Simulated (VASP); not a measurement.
Data:

```xyz
2
Lattice="0.0000 2.4085 2.4085 2.4085 0.0000 2.4085 2.4085 2.4085 0.0000" Properties=species:S:1:pos:R:3 pbc="T T T"
Mg     0.0000     0.0000     0.0000
S      2.4085     2.4085     2.4085
```

Method: PBE GGA, VASP's PBE PAW potentials (set 64) (plane waves; VASP). Numerical set-up: 500 eV cut-off, 9×9×9 Γ-centred mesh, Gaussian smearing of 0.050 eV, potentials Mg S.

Energy and stress use the plane-wave basis of the starting cell.

Problem. The ions, cell shape and volume at an external pressure of 45.0 GPa are relaxed. Predict the relaxed structure.

Solution. 
```xyz
2
Lattice="0.0000 2.3508 2.3508 2.3508 0.0000 2.3508 2.3508 2.3508 0.0000" Properties=species:S:1:pos:R:3 pbc="T T T"
Mg     2.3508     2.3508     4.7016
S      2.3508     2.3508     2.3508
```
Space group Fm-3m (225), at a tolerance of 0.03 Å.

Problem. How do energy and volume change from the first to the last step?

Solution. The energy (σ→0) changes by +226.4 meV/atom and the volume by -7.0 %, in 4 ionic steps.

```
step  E(σ→0) (eV)  max force (eV/Å)  pressure (GPa)  volume (Å³)
----  -----------  ----------------  --------------  -----------
1         -7.9206             0.000           29.80        27.94
2         -6.2931             0.000           81.11        22.92
3         -7.4859             0.000           44.35        26.05
4         -7.4677             0.000           44.95        25.98
```

The compound is MgS in the rock salt structure. This run relaxes it under an external pressure of 45 GPa. Symmetry was kept, so distortions that lower it aren't found.
